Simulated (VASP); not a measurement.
Consider the following.

```
CELL_PARAMETERS angstrom
      0.00000     3.18538     3.18538
      3.18538     0.00000     3.18538
      3.18538     3.18538     0.00000
ATOMIC_POSITIONS crystal
  Cs 0.00000 0.00000 0.00000
  H  0.50000 0.50000 0.50000
```

Calculation: r2SCAN meta-GGA, VASP's PBE PAW potentials (set 64) (plane waves; VASP). Settings: 530 eV cut-off, 7×7×7 Γ-centred mesh, Gaussian smearing of 0.050 eV, potentials Cs_sv H.

### Question
Give the elastic stiffness tensor with the ions relaxed (GPa, in the frame of the cell).

### Answer

|  | xx | yy | zz | yz | xz | xy |
|---|---|---|---|---|---|---|
| xx | 25.8 | 2.3 | 2.3 | 0.0 | 0.0 | 0.0 |
| yy | 2.3 | 25.8 | 2.3 | 0.0 | 0.0 | 0.0 |
| zz | 2.3 | 2.3 | 25.8 | 0.0 | 0.0 | 0.0 |
| yz | 0.0 | 0.0 | 0.0 | 4.8 | 0.0 | 0.0 |
| xz | 0.0 | 0.0 | 0.0 | 0.0 | 4.8 | 0.0 |
| xy | 0.0 | 0.0 | 0.0 | 0.0 | 0.0 | 4.8 |

### Question
Predict the Hill bulk modulus, Hill shear modulus, Young's modulus, Poisson's ratio.

### Answer

- Hill bulk modulus: 101 kbar
- Hill shear modulus: 6.9 GPa
- Young's modulus: 16.9 GPa
- Poisson's ratio: 0.222

The structure comes from a computed database's CsH entry (Fm-3m); how it stands against other phases isn't given here. It was relaxed first.
